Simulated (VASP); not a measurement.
Crystal: NbH2.

```
Nb H
1.0
     0.00000    2.28150    2.28150
     2.28150    0.00000    2.28150
     2.28150    2.28150    0.00000
Nb H
1 2
Direct
  0.00000 0.00000 0.00000
  0.25000 0.25000 0.25000
  0.75000 0.75000 0.75000
```

| Item | Value |
| --- | --- |
| Program | VASP 6.6.1 |
| Task | relaxation of cell and atoms |
| Functional | LDA |
| Potentials or basis | VASP PAW LDA potentials, release 64 (Nb_sv, H) |
| Cutoff | 600 eV |
| k mesh | 8 × 8 × 8 |
| Occupations | fermi-dirac, width 0.02 eV |
| Spin | no spin polarisation |

At the start: pressure -8.1 GPa; volume 7.92 Å³/atom.

**Question.** Where does the relaxation end?

**Answer.** Over 3 steps the energy falls by 8.9 meV/atom and the volume is 7.58 Å³/atom (-4.3 %); space group Fm-3m (No. 225, to 0.05 Å).

The path:
```
step  energy change (eV)  largest force (eV/Å)  pressure (GPa)  volume (Å³)
   1              0.0000                0.0000           -8.06        23.75
   2             -0.0239                0.0000            2.91        22.41
   3             -0.0268                0.0000            0.01        22.73
```

Final structure:
```yaml
crystal:
  lattice:
    - [0.00000, 2.24816, 2.24816]
    - [2.24816, 0.00000, 2.24816]
    - [2.24816, 2.24816, 0.00000]
  atoms:
    - { symbol: Nb, position: [0.00000, 0.00000, 0.00000] }
    - { symbol: H, position: [0.25000, 0.25000, 0.25000] }
    - { symbol: H, position: [0.75000, 0.75000, 0.75000] }
```
